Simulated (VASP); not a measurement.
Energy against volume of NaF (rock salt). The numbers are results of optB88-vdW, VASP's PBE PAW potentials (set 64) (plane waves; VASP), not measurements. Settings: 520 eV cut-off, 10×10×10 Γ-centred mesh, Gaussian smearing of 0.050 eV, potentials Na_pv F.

```json
[
 {"V (Å³/atom)": "11.643", "E (eV/atom)": "-2.35430"},
 {"V (Å³/atom)": "12.015", "E (eV/atom)": "-2.36105"},
 {"V (Å³/atom)": "12.386", "E (eV/atom)": "-2.36351"},
 {"V (Å³/atom)": "12.758", "E (eV/atom)": "-2.36243"}
]
```

Question: Fit these four points and predict the energy of the run at 13.130 Å³/atom.

Answer: A cubic in V^(−2/3), the third-order Birch-Murnaghan form, passes through the four points with V0 = 12.45 Å³/atom and B0 = 49 GPa, and gives -2.3584 eV/atom there. The run gave -2.3582 eV/atom, +0.2 meV/atom from the fit; all five points give B0 = 50 GPa.

The compound is NaF in the rock salt structure. It was relaxed first.
